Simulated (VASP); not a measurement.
An input for Quantum ESPRESSO's pw.x (written as the equivalent of a VASP run, and not itself run):

```
&CONTROL
  calculation = 'scf'
  pseudo_dir = './pseudo'
  outdir = './out'
  tprnfor = .true.
  tstress = .true.
/
&SYSTEM
  ibrav = 0
  nat = 5
  ntyp = 3
  ecutwfc = 72
  occupations = 'smearing'
  smearing = 'fermi-dirac'
  degauss = 0.000735
  input_dft = 'pbesol'
/
&ELECTRONS
  conv_thr = 7.3e-08
  electron_maxstep = 100
/
ATOMIC_SPECIES
  Cs 132.905 Cs.upf
  Sn 118.710 Sn.upf
  I 126.904 I.upf
CELL_PARAMETERS angstrom
     6.0956000    0.0000000    0.0000000
     0.0000000    6.0956000    0.0000000
     0.0000000    0.0000000    6.0956000
ATOMIC_POSITIONS crystal
  Cs   0.0000000  0.0000000  0.0000000
  Sn   0.5000000  0.5000000  0.5000000
  I    0.5000000  0.0000000  0.5000000
  I    0.0000000  0.5000000  0.5000000
  I    0.5000000  0.5000000  0.0000000
K_POINTS automatic
  3 3 3 0 0 0
```

Problem. Write the VASP files for the same calculation (PBEsol).

Solution. This is not unique; one that fits is 
### KPOINTS
```
Automatic
0
gamma
  3 3 3
```

POSCAR:
```
CsSnI3
1
    6.0956000000     0.0000000000     0.0000000000
    0.0000000000     6.0956000000     0.0000000000
    0.0000000000     0.0000000000     6.0956000000
Cs Sn I
1 1 3
Direct
  0.0000000000   0.0000000000   0.0000000000
  0.5000000000   0.5000000000   0.5000000000
  0.5000000000   0.0000000000   0.5000000000
  0.0000000000   0.5000000000   0.5000000000
  0.5000000000   0.5000000000   0.0000000000
```

**INCAR**
```
ENCUT = 300   # plane-wave cut-off (eV)
LASPH = .True.   # aspherical one-centre terms
LREAL = .False.   # projection in real space or not
LCHARG = .False.
SIGMA = 0.01   # width (eV)
LMAXMIX = 4
ISIF = 2
ALGO = Normal
LWAVE = .False.
GGA = PS   # PBEsol
ISMEAR = -1
NELM = 100   # most electronic steps
PREC = Accurate
EDIFF = 1E-6   # SCF stop (eV)
SYSTEM = CsSnI3
```

POTCAR, in this order: Cs_sv Sn_d I (PBE.64 set). Program: vasp_std.

The two are equivalent in intent, not identical: the potentials are each code's own (VASP's PAW set, PseudoDojo norm-conserving files in pw.x), so ENCUT and ecutwfc are chosen apart and not converted; conv_thr bounds pw.x's estimated SCF error, while EDIFF bounds the energy change between steps.

The structure is a typed CsSnI3 crystal. The cell was not relaxed at this level, and its volume differs by -5.9 % from the start's.
